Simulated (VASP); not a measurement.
Input:

```xyz
2
Lattice="0.0000 1.8130 1.8130 1.8130 0.0000 1.8130 1.8130 1.8130 0.0000" Properties=species:S:1:pos:R:3 pbc="T T T"
B      0.0000     0.0000     0.0000
N      2.7195     2.7195     2.7195
```

These are HSE06 screened hybrid, VASP's PBE PAW potentials (set 64) (plane waves; VASP) values and carry that method's errors. Run with 500 eV cut-off, 10×10×10 Γ-centred mesh, Gaussian smearing of 0.050 eV, potentials B N.

Q: What does the run give for the energy per atom (σ→0), pressure, band gap (over the mesh, the named points and PBE's band edges) with the smallest direct gap where there is one?

A: 
```json
{
 "band gap (over the mesh, the named points and PBE's band edges)": "5.78 eV",
 "smallest direct gap (over the mesh, the named points and PBE's band edges)": "10.53 eV",
 "energy per atom (σ→0)": "-10.178 eV/atom",
 "pressure": "-9.24 GPa"
}
```

The structure comes from a computed database's BN entry (F-43m); how it stands against other phases isn't given here. The cell was not relaxed at this level.
